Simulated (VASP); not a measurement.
Output of a VASP run:

**OSZICAR**
```
       N       E                     dE             d eps       ncg     rms          rms(c)
DAV:   1     0.104484304550E+03    0.10448E+03   -0.88096E+03   770   0.118E+03
DAV:   2    -0.187913073114E+01   -0.10636E+03   -0.10181E+03   874   0.285E+02
DAV:   3    -0.666209390059E+01   -0.47830E+01   -0.47703E+01   894   0.630E+01
DAV:   4    -0.669840375455E+01   -0.36310E-01   -0.36304E-01   859   0.542E+00
DAV:   5    -0.669895141003E+01   -0.54766E-03   -0.54765E-03   884   0.649E-01    0.763E+00
DAV:   6    -0.616376271516E+01    0.53519E+00   -0.10718E+00  1031   0.138E+01    0.610E+00
DAV:   7    -0.614630549086E+01    0.17457E-01   -0.20245E-01   784   0.361E+00    0.309E+00
DAV:   8    -0.614649700951E+01   -0.19152E-03   -0.19121E-02   809   0.207E+00    0.276E-01
DAV:   9    -0.614632498332E+01    0.17203E-03   -0.25872E-03   864   0.825E-01    0.709E-02
DAV:  10    -0.614649171967E+01   -0.16674E-03   -0.29545E-04   799   0.172E-01    0.817E-02
DAV:  11    -0.614657924611E+01   -0.87526E-04   -0.13465E-04   792   0.125E-01    0.164E-02
DAV:  12    -0.614656743064E+01    0.11815E-04   -0.45528E-05   957   0.979E-02    0.844E-03
DAV:  13    -0.614656871869E+01   -0.12881E-05   -0.49645E-06   764   0.160E-02    0.652E-03
DAV:  14    -0.614656857101E+01    0.14768E-06   -0.17071E-07   757   0.327E-03    0.390E-03
DAV:  15    -0.614656851975E+01    0.51258E-07   -0.10016E-07   552   0.260E-03
   1 F= -.54987516E+01 E0= -.54987516E+01  d E =-.549875E+01
       N       E                     dE             d eps       ncg     rms          rms(c)
DAV:   1    -0.636828419014E+01   -0.22172E+00   -0.48457E+00   819   0.298E+01    0.352E+00
DAV:   2    -0.615067415036E+01    0.21761E+00   -0.56486E-01   829   0.126E+01    0.122E+00
DAV:   3    -0.613031584000E+01    0.20358E-01   -0.62852E-02   794   0.288E+00    0.100E+00
DAV:   4    -0.612873725032E+01    0.15786E-02   -0.33438E-03   774   0.699E-01    0.264E-01
DAV:   5    -0.612857691258E+01    0.16034E-03   -0.51640E-04   924   0.369E-01    0.113E-01
DAV:   6    -0.612860313789E+01   -0.26225E-04   -0.12045E-04   779   0.133E-01    0.334E-02
DAV:   7    -0.612860227126E+01    0.86663E-06   -0.47946E-06   894   0.184E-02    0.757E-03
DAV:   8    -0.612860259320E+01   -0.32194E-06   -0.42529E-07   799   0.105E-02    0.187E-03
DAV:   9    -0.612860265934E+01   -0.66143E-07   -0.72123E-08   542   0.232E-03
   2 F= -.55045506E+01 E0= -.55045506E+01  d E =-.579899E-02
       N       E                     dE             d eps       ncg     rms          rms(c)
DAV:   1    -0.615534268921E+01   -0.26740E-01   -0.39310E-01   819   0.870E+00    0.107E+00
DAV:   2    -0.613845373502E+01    0.16889E-01   -0.41223E-02   829   0.333E+00    0.389E-01
DAV:   3    -0.613663624338E+01    0.18175E-02   -0.50046E-03   804   0.869E-01    0.329E-01
DAV:   4    -0.613644143353E+01    0.19481E-03   -0.28216E-04   764   0.185E-01    0.699E-02
DAV:   5    -0.613641857480E+01    0.22859E-04   -0.62701E-05   939   0.128E-01    0.180E-02
DAV:   6    -0.613641840022E+01    0.17458E-06   -0.83878E-06   774   0.396E-02    0.109E-02
DAV:   7    -0.613641863692E+01   -0.23670E-06   -0.77587E-07   829   0.696E-03    0.361E-03
DAV:   8    -0.613641860521E+01    0.31713E-07   -0.22242E-07   694   0.677E-03
   3 F= -.55056871E+01 E0= -.55056871E+01  d E =-.693556E-02
```

### OUTCAR
```
------------------------ aborting loop because EDIFF is reached ----------------------------------------
  FORCE on cell =-STRESS in cart. coord.  units (eV):
  Direction    XX          YY          ZZ          XY          YZ          ZX
  --------------------------------------------------------------------------------------
  Total        0.6311622      0.6311622      0.6311622      0.0000000     -0.0000000      0.0000000
  in kB       20.0136577     20.0136577     20.0136577      0.0000000     -0.0000000      0.0000000
  external PRESSURE =       0.0136577 kB  Pullay stress =      20.0000000 kB
  volume of cell :       50.53
      direct lattice vectors                 reciprocal lattice vectors
     0.000000000  2.934258465  2.934258465    -0.170400803  0.170400803  0.170400803
     2.934258465  0.000000000  2.934258465     0.170400803 -0.170400803  0.170400803
     2.934258465  2.934258465  0.000000000     0.170400803  0.170400803 -0.170400803
  FREE ENERGIE OF THE ION-ELECTRON SYSTEM (eV)
  ---------------------------------------------------
  free  energy   TOTEN  =        -6.1364186052 eV

  energy  without entropy=       -6.1364186052  energy(sigma->0) =       -6.13641861
  enthalpy is  TOTEN    =        -5.5056871252 eV   P V=        0.6307314800

 reached required accuracy - stopping structural energy minimisation
```
(Selected blocks of OUTCAR.)

### POSCAR
```
CdS
1
    0.0000000000     2.9605175065     2.9605175065
    2.9605175065     0.0000000000     2.9605175065
    2.9605175065     2.9605175065     0.0000000000
Cd S
1 1
Direct
  0.0000000000   0.0000000000   0.0000000000
  0.2500000000   0.2500000000   0.2500000000
```

Q: Reconstruct the remaining input files.

A: One answer among several that fit: the input of the run itself, PBE GGA, plane waves, VASP's PBE PAW potentials (set 64).

KPOINTS:
```
Automatic mesh
0
Gamma
8 8 8
0 0 0
```

INCAR:
```
SYSTEM  =  CdS
PREC  =  Accurate; ENCUT  =  480; LREAL  =  .False.
LASPH  =  .True.
EDIFF  =  1E-7; NELM  =  100; ALGO  =  Normal
LMAXMIX  =  4
ISMEAR  =  0; SIGMA  =  0.05
GGA  =  PE
IBRION  =  2; NSW  =  40; ISIF  =  3
EDIFFG  =  -0.01; PSTRESS  =  20
LWAVE  =  .False.; LCHARG  =  .False.
```

POTCAR, in this order: Cd S (PBE.64 set). Program: vasp_std.

Energy and stress use the plane-wave basis of the starting cell.

The compound is CdS in the zinc blende structure, a metastable form; wurtzite is the usual one. This run relaxes it under an external pressure of 2 GPa. Symmetry was kept, so distortions that lower it aren't found.
